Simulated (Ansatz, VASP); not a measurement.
Given: the input of a run of VASP 6.6.1 on NaY.

File INCAR:

```
  ALGO = Normal
  EDIFF = 1E-6
  ENCUT = 520
  GGA = PE
  ISIF = 2
  ISMEAR = -1
  LASPH = T
  LCHARG = F
  LMAXMIX = 4
  LREAL = F
  LWAVE = F
  NELM = 100
  PREC = Accurate
  SIGMA = 0.05
```

Contents of KPOINTS:

```
k-points
0
Gamma
  5 5 5
```

Contents of POSCAR:

```
NaY
1.0
    4.0118800000      0.0000000000      0.0000000000
    0.0000000000      4.0118800000      0.0000000000
    0.0000000000      0.0000000000      4.0118800000
Na Y
1 1
Direct
    0.0000000000      0.0000000000      0.0000000000
    0.5000000000      0.5000000000      0.5000000000
```

KPOINTS_OPT

```
path GXMGRX,MR
10
line-mode
reciprocal
 0.0000000000  0.0000000000  0.0000000000  G
 0.0000000000  0.5000000000  0.0000000000  X

 0.0000000000  0.5000000000  0.0000000000  X
 0.5000000000  0.5000000000  0.0000000000  M

 0.5000000000  0.5000000000  0.0000000000  M
 0.0000000000  0.0000000000  0.0000000000  G

 0.0000000000  0.0000000000  0.0000000000  G
 0.5000000000  0.5000000000  0.5000000000  R

 0.5000000000  0.5000000000  0.5000000000  R
 0.0000000000  0.5000000000  0.0000000000  X

 0.5000000000  0.5000000000  0.0000000000  M
 0.5000000000  0.5000000000  0.5000000000  R
```

Potentials or basis: VASP PAW PBE potentials, release 64 (Na_pv, Y_sv).

Command:

```console
$ cat potpaw_PBE.64/Na_pv/POTCAR potpaw_PBE.64/Y_sv/POTCAR > POTCAR
$ mpirun -np 1 vasp_std > vasp.out
```

Problem. Translate it to Ansatz 0.2.0. Potentials there: Ansatz PAW.

Solution. As run (the cutoff follows the program's own potentials):

File input.yaml:

```yaml
crystal:
  lattice:
    - [4.01188, 0.0, 0.0]
    - [0.0, 4.01188, 0.0]
    - [0.0, 0.0, 4.01188]
  atoms:
    - { symbol: Na, position: [0.0, 0.0, 0.0] }
    - { symbol: "Y", position: [0.5, 0.5, 0.5] }
hamiltonian:
  xc: pbe
  pseudopotentials: { kind: paw }
kpoints:
  mp_grid: { grid: [5, 5, 5] }
  band_path:
    path:
      - [[0.0, 0.0, 0.0], [0.0, 0.5, 0.0], [0.5, 0.5, 0.0], [0.0, 0.0, 0.0], [0.5, 0.5, 0.5], [0.0, 0.5, 0.0]]
      - [[0.5, 0.5, 0.0], [0.5, 0.5, 0.5]]
    npoints: 14
scf:
  occupations: { method: fermi_dirac, width: 0.05 }
  n_extra_bands: 6
output:
  forces: true
  stress: true
  eigenvalues: true
  fatbands: false
```

Potentials or basis: Ansatz PAW.

Command:

```console
$ ansatz run input.yaml --threads 2 --pin off --max-ram 5632MiB --backend cpu --events-out ev --progress --plain --runs-dir out
```

Both were run:

|  | VASP | Ansatz | Ansatz less VASP |
| --- | --- | --- | --- |
| gap on the k mesh at the Fermi level (eV) | none | none | - |
| pressure (GPa) | -0.1 | 0.0 | +0.03 |

A gap of «none» marks a metal or a gap that the smearing closes. The two sets of potentials don't hold the same shells in valence.
